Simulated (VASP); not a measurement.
An input for Quantum ESPRESSO's pw.x (written as the equivalent of a VASP run, and not itself run):

```
&CONTROL
  calculation = 'scf'
  pseudo_dir = './pseudo'
  outdir = './out'
  tprnfor = .true.
  tstress = .true.
/
&SYSTEM
  ibrav = 0
  nat = 2
  ntyp = 1
  ecutwfc = 66
  occupations = 'smearing'
  smearing = 'methfessel-paxton'
  degauss = 0.00735
  input_dft = 'pbe'
  vdw_corr = 'grimme-d3'
  dftd3_version = 3
  dftd3_threebody = .false.
/
&ELECTRONS
  conv_thr = 7.3e-08
  electron_maxstep = 100
/
ATOMIC_SPECIES
  Zr 91.224 Zr.upf
CELL_PARAMETERS angstrom
     1.6150000   -2.7972620    0.0000000
     1.6150000    2.7972620    0.0000000
     0.0000000    0.0000000    5.1500000
ATOMIC_POSITIONS crystal
  Zr   0.3333330  0.6666670  0.2500000
  Zr   0.6666670  0.3333330  0.7500000
K_POINTS automatic
  12 12 7 0 0 0
```

Task: Write the VASP files for the same calculation (PBE-D3 (zero damping)).

Result: This is not unique; one that fits is 
**POSCAR**
```
Zr
1
    1.6150000000    -2.7972620000     0.0000000000
    1.6150000000     2.7972620000     0.0000000000
    0.0000000000     0.0000000000     5.1500000000
Zr
2
Direct
  0.3333330000   0.6666670000   0.2500000000
  0.6666670000   0.3333330000   0.7500000000
```

File KPOINTS:
```
K-points
0
G
12 12 7
```

INCAR:
```
LASPH  =  .True.   ! aspherical one-centre terms
ISIF  =  2
ENCUT  =  400
IVDW  =  11
PREC  =  Accurate
LCHARG  =  .False.
ISMEAR  =  1   ! Methfessel-Paxton
LMAXMIX  =  4   ! l cut-off of mixed one-centre charges
GGA  =  PE   ! PBE
SYSTEM  =  Zr
SIGMA  =  0.1
LREAL  =  .False.   ! projection in real space or not
ALGO  =  Normal   ! blocked Davidson
EDIFF  =  1E-6
NELM  =  100
LWAVE  =  .False.
```

POTCAR, in this order: Zr_sv (PBE.64 set). Program: vasp_std.

The two are equivalent in intent, not identical: the potentials are each code's own (VASP's PAW set, PseudoDojo norm-conserving files in pw.x), so ENCUT and ecutwfc are chosen apart and not converted; conv_thr bounds pw.x's estimated SCF error, while EDIFF bounds the energy change between steps.

The compound is Zr in the hcp structure. The cell was not relaxed at this level. The run is one of a series of settings (IVDW = 11 against the base run), some of them coarse on purpose.
